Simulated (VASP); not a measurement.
Tl (hcp) is relaxed at rising pressure, each step from the one before. Symmetry mostly holds the structure type, and other phases were not tried. The mesh follows the cell, and a change of mesh leaves a small step in the series.

Given:

```xyz
2
Lattice="1.7555 -3.0407 0.0000 1.7555 3.0407 0.0000 0.0000 0.0000 5.3697" Properties=species:S:1:pos:R:3 pbc="T T T"
Tl     1.7555     1.0136     1.3424
Tl     1.7555    -1.0136     4.0273
```

Method: PBEsol GGA, VASP's PBE PAW potentials (set 64) (plane waves; VASP). Run with 500 eV cut-off, 12×12×7 Γ-centred mesh, first-order Methfessel-Paxton smearing of 0.10 eV, potentials Tl_d.

Unless said otherwise, spin-orbit coupling is left out, though it shifts the bands of the heavy elements here.

| P (GPa) | V (Å³/atom) | H − H(0) (eV/atom) | space group | gap on the mesh (eV) | k-mesh |
|---|---|---|---|---|---|
| 0 | 28.66 | 0.000 | P6_3/mmc | 0.00 | 12×12×7 |
| 5 | 25.77 | 0.846 | P6_3/mmc | 0.00 | 12×12×7 |
| 10 | 24.06 | 1.621 | P6_3/mmc | 0.00 | 13×13×7 |
| 20 | 21.88 | 3.050 | P6_3/mmc | 0.00 | 13×13×7 |
| 30 | ? | ? | P6_3/mmc | 0.00 | 14×14×8 |
| 45 | ? | ? | P6_3/mmc | 0.00 | 14×14×8 |

Task: Fill in the missing entries.

Result: 
- 30, V (Å³/atom): 20.50
- 30, H − H(0) (eV/atom): 4.372
- 45, V (Å³/atom): 19.02
- 45, H − H(0) (eV/atom): 6.218

Pressures at which the relaxation failed are left out.

The compound is Tl in the hcp structure.
